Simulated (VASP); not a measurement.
# A VASP study of SiMo3 (r2SCAN + rVV10): structure first, properties next

Wanted: the relaxed cell of SiMo3 and its properties. The steps: relaxing cell and atoms (r2SCAN + rVV10), density, ELF and potential (r2SCAN + rVV10), band structure (r2SCAN + rVV10), density of states (r2SCAN + rVV10), vibrations at Γ (r2SCAN + rVV10), electric field gradients (r2SCAN + rVV10) and a single point (r2SCAN + rVV10), changed input. The start is a cell from a database of measured crystal structures.

Method: r2SCAN with rVV10; plane waves and PAW (Si, Mo_sv), in VASP 6.6.1.

**1. The structure**

Before any relaxation, the start is as follows. Symmetry: Pm-3n, No. 223, cubic system. Conventional cell: a = 4.889 Å, b = 4.889 Å, c = 4.889 Å, α = 90.00°, β = 90.00°, γ = 90.00°. Si has 12 Mo at 2.73 Å nearest. Nearest to Mo lie 2 Mo at 2.44 Å and 4 Si at 2.73 Å. Farther neighbours are not listed.

Coordinates:

```cif
data_structure
_symmetry_space_group_name_H-M 'Pm-3n'
_symmetry_Int_Tables_number 223
_cell_length_a 4.8890
_cell_length_b 4.8890
_cell_length_c 4.8890
_cell_angle_alpha 90.000
_cell_angle_beta 90.000
_cell_angle_gamma 90.000
_cell_volume 116.86
loop_
_atom_site_label
_atom_site_type_symbol
_atom_site_symmetry_multiplicity
_atom_site_Wyckoff_symbol
_atom_site_fract_x
_atom_site_fract_y
_atom_site_fract_z
_atom_site_occupancy
Si1 Si 2 a 0.00000 0.00000 0.00000 1
Mo1 Mo 6 c 0.25000 0.00000 0.50000 1
```

**2. Relaxing cell and atoms (r2SCAN + rVV10)**

The start need not lie at this functional's minimum. ISIF = 3 frees volume, shape and positions, and EDIFFG sets the threshold on forces and stress at which the search stops. r2SCAN adds the kinetic-energy density, costs more than a GGA and is run with LASPH. LUSE_VDW switches on a nonlocal correlation term for dispersion.

INCAR

```
SYSTEM = SiMo3
PREC = Accurate
ENCUT = 400
EDIFF = 1E-06
NELM = 100
ISMEAR = 1
SIGMA = 0.2
LREAL = .FALSE.
ALGO = Normal
METAGGA = R2SCAN
LUSE_VDW = .TRUE.
IVDW_NL = 2
BPARAM = 11.95
CPARAM = 0.0093
LASPH = .TRUE.
NBANDS = 57
LORBIT = 11
LWAVE = .FALSE.
LCHARG = .FALSE.
KPAR = 4
IBRION = 2
NSW = 60
ISIF = 3
EDIFFG = -0.01
```

POSCAR

```
SiMo3
1.0
    4.8890000000      0.0000000000      0.0000000000
    0.0000000000      4.8890000000      0.0000000000
    0.0000000000      0.0000000000      4.8890000000
Si Mo
2 6
Direct
    0.0000000000      0.0000000000      0.0000000000
    0.5000000000      0.5000000000      0.5000000000
    0.2500000000      0.0000000000      0.5000000000
    0.5000000000      0.7500000000      0.0000000000
    0.7500000000      0.0000000000      0.5000000000
    0.5000000000      0.2500000000      0.0000000000
    0.0000000000      0.5000000000      0.7500000000
    0.0000000000      0.5000000000      0.2500000000
```

KPOINTS

```
Automatic mesh
0
Gamma
6 6 6
0 0 0
```

Potentials, in the order of the species: Si and Mo_sv (PBE family, release 64).

Command:

```sh
> mpirun -np 4 vasp_std
```

The log of the run:

```text
[banner, memory and clock lines left out]
running    4 mpi-ranks, on    1 nodes
 distrk:  each k-point on    1 cores,    4 groups
 distr:  one band on    1 cores,    1 groups

 POSCAR found type information on POSCAR SiMo
 POSCAR found :  2 types and       8 ions
|                                                                             |
|               ----> ADVICE to this user running VASP <----                  |
|                                                                             |
|     You have switched on vdW-DFT.                                           |
|     This routine was written and supplied by Jiri Klimes. We recommend      |
|     that you carefully read and cite the following publications:            |
|       J. Klimes, D.R. Bowler, A. Michelides                                 |
|          J. Phys.: Cond Matt. 22 022201 (2010)                              |
|       J. Klimes, D.R. Bowler, A. Michelides                                 |
|          Phys. Rev. B. 83, 195131 (2011)                                    |
|     and references therein.                                                 |
|                                                                             |

|                                                                             |
|               ----> ADVICE to this user running VASP <----                  |
|                                                                             |
|     You enforced a specific xc type in the INCAR file but a different       |
|     [... a line on the potential file left out ...]
|     I HOPE YOU KNOW WHAT YOU ARE DOING!                                     |
|                                                                             |

 LDA part: xc-table for (None), standard interpolation
 POSCAR, INCAR and KPOINTS ok, starting setup
 FFT: planning ... GRIDC
 FFT: planning ... GRID_SOFT
 FFT: planning ... GRID
 WAVECAR not read
 entering main loop
       N       E                     dE             d eps       ncg     rms          rms(c)
Total rVV10 correction in eV:      1.5540372    94.7548298
Total rVV10 correction in eV:      1.5540372    94.7548298
Total rVV10 correction in eV:      1.5540372    94.7548298
Total rVV10 correction in eV:      1.5540372    94.7548298
DAV:   1     0.867937642138E+03    0.86794E+03   -0.50476E+04  2344   0.140E+03
DAV:   2    -0.170451157363E+03   -0.10384E+04   -0.10073E+04  2468   0.485E+02
DAV:   3    -0.212899487621E+03   -0.42448E+02   -0.41091E+02  2965   0.888E+01
DAV:   4    -0.213718409667E+03   -0.81892E+00   -0.81240E+00  2744   0.103E+01
DAV:   5    -0.213731769229E+03   -0.13360E-01   -0.13342E-01  2807   0.133E+00    0.517E+01
Total rVV10 correction in eV:      1.4562482    94.7548352
Total rVV10 correction in eV:      1.4562482    94.7548352
Total rVV10 correction in eV:      1.4562482    94.7548352
Total rVV10 correction in eV:      1.4562482    94.7548352
DAV:   6    -0.175058180342E+03    0.38674E+02   -0.24013E+01  2342   0.293E+01    0.834E+00
Total rVV10 correction in eV:      1.4302228    94.7548358
Total rVV10 correction in eV:      1.4302228    94.7548358
Total rVV10 correction in eV:      1.4302228    94.7548358
Total rVV10 correction in eV:      1.4302228    94.7548358
DAV:   7    -0.175140031149E+03   -0.81851E-01   -0.82683E-01  2904   0.396E+00    0.402E+00
Total rVV10 correction in eV:      1.4131212    94.7548359
Total rVV10 correction in eV:      1.4131212    94.7548359
Total rVV10 correction in eV:      1.4131212    94.7548359
Total rVV10 correction in eV:      1.4131212    94.7548359
DAV:   8    -0.175172677199E+03   -0.32646E-01   -0.22048E-01  2571   0.204E+00    0.664E-01
Total rVV10 correction in eV:      1.4119310    94.7548359
Total rVV10 correction in eV:      1.4119310    94.7548359
Total rVV10 correction in eV:      1.4119310    94.7548359
Total rVV10 correction in eV:      1.4119310    94.7548359
DAV:   9    -0.175173922927E+03   -0.12457E-02   -0.79873E-03  2872   0.415E-01    0.516E-01
Total rVV10 correction in eV:      1.4125594    94.7548359
Total rVV10 correction in eV:      1.4125594    94.7548359
Total rVV10 correction in eV:      1.4125594    94.7548359
Total rVV10 correction in eV:      1.4125594    94.7548359
DAV:  10    -0.175173605207E+03    0.31772E-03   -0.40867E-03  2669   0.197E-01    0.274E-01
Total rVV10 correction in eV:      1.4132182    94.7548359
Total rVV10 correction in eV:      1.4132182    94.7548359
Total rVV10 correction in eV:      1.4132182    94.7548359
Total rVV10 correction in eV:      1.4132182    94.7548359
DAV:  11    -0.175173944342E+03   -0.33913E-03   -0.49341E-04  2744   0.130E-01    0.404E-02
Total rVV10 correction in eV:      1.4133498    94.7548359
Total rVV10 correction in eV:      1.4133498    94.7548359
Total rVV10 correction in eV:      1.4133498    94.7548359
Total rVV10 correction in eV:      1.4133498    94.7548359
DAV:  12    -0.175173953384E+03   -0.90419E-05   -0.24480E-05  2766   0.279E-02    0.852E-03
Total rVV10 correction in eV:      1.4133959    94.7548359
Total rVV10 correction in eV:      1.4133959    94.7548359
Total rVV10 correction in eV:      1.4133959    94.7548359
Total rVV10 correction in eV:      1.4133959    94.7548359
DAV:  13    -0.175173950569E+03    0.28147E-05   -0.14740E-06  1943   0.432E-03    0.345E-03
Total rVV10 correction in eV:      1.4133915    94.7548359
Total rVV10 correction in eV:      1.4133915    94.7548359
Total rVV10 correction in eV:      1.4133915    94.7548359
Total rVV10 correction in eV:      1.4133915    94.7548359
DAV:  14    -0.175173950769E+03   -0.19980E-06   -0.20940E-07  1639   0.181E-03
Total rVV10 correction in eV:      1.4133969    94.7548359
Total rVV10 correction in eV:      1.4133969    94.7548359
Total rVV10 correction in eV:      1.4133969    94.7548359
Total rVV10 correction in eV:      1.4133969    94.7548359
Total rVV10 correction in eV:      1.4133940    94.7548359
Total rVV10 correction in eV:      1.4133940    94.7548359
Total rVV10 correction in eV:      1.4133940    94.7548359
Total rVV10 correction in eV:      1.4133940    94.7548359
   1 F= -.17517395E+03 E0= -.17517244E+03  d E =-.175174E+03
 curvature:   0.00 expect dE= 0.000E+00 dE for cont linesearch  0.000E+00
 trial: gam= 0.00000 g(F)=  0.461E-49 g(S)=  0.255E-01 ort = 0.000E+00 (trialstep = 0.100E+01)
 search vector abs. value=  0.255E-01
 bond charge predicted
       N       E                     dE             d eps       ncg     rms          rms(c)
Total rVV10 correction in eV:      1.4141446    94.7548359
Total rVV10 correction in eV:      1.4141446    94.7548359
Total rVV10 correction in eV:      1.4141446    94.7548359
Total rVV10 correction in eV:      1.4141446    94.7548359
DAV:   1    -0.175642426785E+03   -0.46848E+00   -0.14128E+01  2291   0.248E+01    0.866E+00
Total rVV10 correction in eV:      1.3943666    94.7548374
Total rVV10 correction in eV:      1.3943666    94.7548374
Total rVV10 correction in eV:      1.3943666    94.7548374
Total rVV10 correction in eV:      1.3943666    94.7548374
DAV:   2    -0.175178405284E+03    0.46402E+00   -0.14471E+00  2293   0.659E+00    0.131E+00
Total rVV10 correction in eV:      1.3902147    94.7548376
Total rVV10 correction in eV:      1.3902147    94.7548376
Total rVV10 correction in eV:      1.3902147    94.7548376
Total rVV10 correction in eV:      1.3902147    94.7548376
DAV:   3    -0.175152649836E+03    0.25755E-01   -0.17005E-01  2602   0.211E+00    0.120E+00
Total rVV10 correction in eV:      1.3927834    94.7548377
Total rVV10 correction in eV:      1.3927834    94.7548377
Total rVV10 correction in eV:      1.3927834    94.7548377
Total rVV10 correction in eV:      1.3927834    94.7548377
DAV:   4    -0.175154487453E+03   -0.18376E-02   -0.32041E-02  2506   0.503E-01    0.204E-01
Total rVV10 correction in eV:      1.3923832    94.7548377
Total rVV10 correction in eV:      1.3923832    94.7548377
Total rVV10 correction in eV:      1.3923832    94.7548377
Total rVV10 correction in eV:      1.3923832    94.7548377
DAV:   5    -0.175153562297E+03    0.92516E-03   -0.38386E-03  2470   0.311E-01    0.110E-01
Total rVV10 correction in eV:      1.3925106    94.7548377
Total rVV10 correction in eV:      1.3925106    94.7548377
Total rVV10 correction in eV:      1.3925106    94.7548377
Total rVV10 correction in eV:      1.3925106    94.7548377
DAV:   6    -0.175153476999E+03    0.85298E-04   -0.70523E-04  2714   0.861E-02    0.368E-02
Total rVV10 correction in eV:      1.3925892    94.7548377
Total rVV10 correction in eV:      1.3925892    94.7548377
Total rVV10 correction in eV:      1.3925892    94.7548377
Total rVV10 correction in eV:      1.3925892    94.7548377
DAV:   7    -0.175153479904E+03   -0.29049E-05   -0.15710E-04  2721   0.388E-02    0.957E-03
Total rVV10 correction in eV:      1.3926203    94.7548377
Total rVV10 correction in eV:      1.3926203    94.7548377
Total rVV10 correction in eV:      1.3926203    94.7548377
Total rVV10 correction in eV:      1.3926203    94.7548377
DAV:   8    -0.175153477207E+03    0.26972E-05   -0.65994E-06  2165   0.957E-03    0.436E-03
Total rVV10 correction in eV:      1.3926273    94.7548377
Total rVV10 correction in eV:      1.3926273    94.7548377
Total rVV10 correction in eV:      1.3926273    94.7548377
Total rVV10 correction in eV:      1.3926273    94.7548377
DAV:   9    -0.175153476146E+03    0.10614E-05   -0.23763E-07  1484   0.220E-03    0.998E-04
Total rVV10 correction in eV:      1.3926283    94.7548377
Total rVV10 correction in eV:      1.3926283    94.7548377
Total rVV10 correction in eV:      1.3926283    94.7548377
Total rVV10 correction in eV:      1.3926283    94.7548377
DAV:  10    -0.175153476080E+03    0.65931E-07   -0.11493E-07  1365   0.103E-03
Total rVV10 correction in eV:      1.3926283    94.7548377
Total rVV10 correction in eV:      1.3926283    94.7548377
Total rVV10 correction in eV:      1.3926283    94.7548377
Total rVV10 correction in eV:      1.3926283    94.7548377
Total rVV10 correction in eV:      1.3926286    94.7548377
Total rVV10 correction in eV:      1.3926286    94.7548377
Total rVV10 correction in eV:      1.3926286    94.7548377
Total rVV10 correction in eV:      1.3926286    94.7548377
   2 F= -.17515348E+03 E0= -.17515326E+03  d E =0.204747E-01
 trial-energy change:    0.020475  1 .order    0.020834   -0.025515    0.067183
 step:   0.2799(harm=  0.2752)  dis= 0.00000  next Energy=  -175.177530 (dE=-0.358E-02)
 bond charge predicted
       N       E                     dE             d eps       ncg     rms          rms(c)
Total rVV10 correction in eV:      1.3921211    94.7548377
Total rVV10 correction in eV:      1.3921211    94.7548377
Total rVV10 correction in eV:      1.3921211    94.7548377
Total rVV10 correction in eV:      1.3921211    94.7548377
DAV:   1    -0.175433072807E+03   -0.27960E+00   -0.74103E+00  2289   0.181E+01    0.571E+00
Total rVV10 correction in eV:      1.4066190    94.7548369
Total rVV10 correction in eV:      1.4066190    94.7548369
Total rVV10 correction in eV:      1.4066190    94.7548369
Total rVV10 correction in eV:      1.4066190    94.7548369
DAV:   2    -0.175189567546E+03    0.24351E+00   -0.79302E-01  2291   0.480E+00    0.987E-01
Total rVV10 correction in eV:      1.4094965    94.7548367
Total rVV10 correction in eV:      1.4094965    94.7548367
Total rVV10 correction in eV:      1.4094965    94.7548367
Total rVV10 correction in eV:      1.4094965    94.7548367
DAV:   3    -0.175177323964E+03    0.12244E-01   -0.88268E-02  2588   0.151E+00    0.721E-01
Total rVV10 correction in eV:      1.4076620    94.7548367
Total rVV10 correction in eV:      1.4076620    94.7548367
Total rVV10 correction in eV:      1.4076620    94.7548367
Total rVV10 correction in eV:      1.4076620    94.7548367
DAV:   4    -0.175177869984E+03   -0.54602E-03   -0.14207E-02  2430   0.336E-01    0.138E-01
Total rVV10 correction in eV:      1.4079965    94.7548367
Total rVV10 correction in eV:      1.4079965    94.7548367
Total rVV10 correction in eV:      1.4079965    94.7548367
Total rVV10 correction in eV:      1.4079965    94.7548367
DAV:   5    -0.175177535547E+03    0.33444E-03   -0.25041E-03  2472   0.250E-01    0.116E-01
Total rVV10 correction in eV:      1.4076098    94.7548367
Total rVV10 correction in eV:      1.4076098    94.7548367
Total rVV10 correction in eV:      1.4076098    94.7548367
Total rVV10 correction in eV:      1.4076098    94.7548367
DAV:   6    -0.175177577005E+03   -0.41459E-04   -0.78451E-05  2872   0.393E-02    0.209E-02
Total rVV10 correction in eV:      1.4076150    94.7548367
Total rVV10 correction in eV:      1.4076150    94.7548367
Total rVV10 correction in eV:      1.4076150    94.7548367
Total rVV10 correction in eV:      1.4076150    94.7548367
DAV:   7    -0.175177567249E+03    0.97560E-05   -0.67636E-05  2201   0.221E-02    0.340E-03
Total rVV10 correction in eV:      1.4075969    94.7548367
Total rVV10 correction in eV:      1.4075969    94.7548367
Total rVV10 correction in eV:      1.4075969    94.7548367
Total rVV10 correction in eV:      1.4075969    94.7548367
DAV:   8    -0.175177568575E+03   -0.13260E-05   -0.28105E-06  2053   0.637E-03    0.213E-03
Total rVV10 correction in eV:      1.4075941    94.7548367
Total rVV10 correction in eV:      1.4075941    94.7548367
Total rVV10 correction in eV:      1.4075941    94.7548367
Total rVV10 correction in eV:      1.4075941    94.7548367
DAV:   9    -0.175177568643E+03   -0.67716E-07   -0.15285E-07  1341   0.188E-03
Total rVV10 correction in eV:      1.4075911    94.7548367
Total rVV10 correction in eV:      1.4075911    94.7548367
Total rVV10 correction in eV:      1.4075911    94.7548367
Total rVV10 correction in eV:      1.4075911    94.7548367
Total rVV10 correction in eV:      1.4075943    94.7548367
Total rVV10 correction in eV:      1.4075943    94.7548367
Total rVV10 correction in eV:      1.4075943    94.7548367
Total rVV10 correction in eV:      1.4075943    94.7548367
   3 F= -.17517757E+03 E0= -.17517640E+03  d E =-.361787E-02
 curvature:  -0.14 expect dE=-0.310E-06 dE for cont linesearch -0.310E-06
 trial: gam=-0.00931 g(F)=  0.941E-48 g(S)=  0.225E-05 ort = 0.240E-03 (trialstep = 0.856E+00)
 search vector abs. value=  0.299E-09
 reached required accuracy - stopping structural energy minimisation
```

Elapsed: 2.7 min, on 4 MPI ranks of Intel Xeon Platinum 8488C (Sapphire Rapids), shared host; peak memory 1.4 GiB.

Lines that name or quote the potential files are left out of all logs, and their timing lines are given in words.

(Part 1 of 8 ends here.)

[Lines on the potential files, build, host, timing and source positions are cut from VASP's logs without a mark.]

[Logs are printed without paths, hosts, clocks, repeated set-up lines and the standing remarks that a program may print on its own settings, such as how far it seeks lower states.]

[Hosts, paths, dates, database ids (printed as entryN), source tags and the programs' standing remarks are cut or masked in the printed files.]

[A measured line is paired with the nearest computed mode of its activity, which favours agreement.]
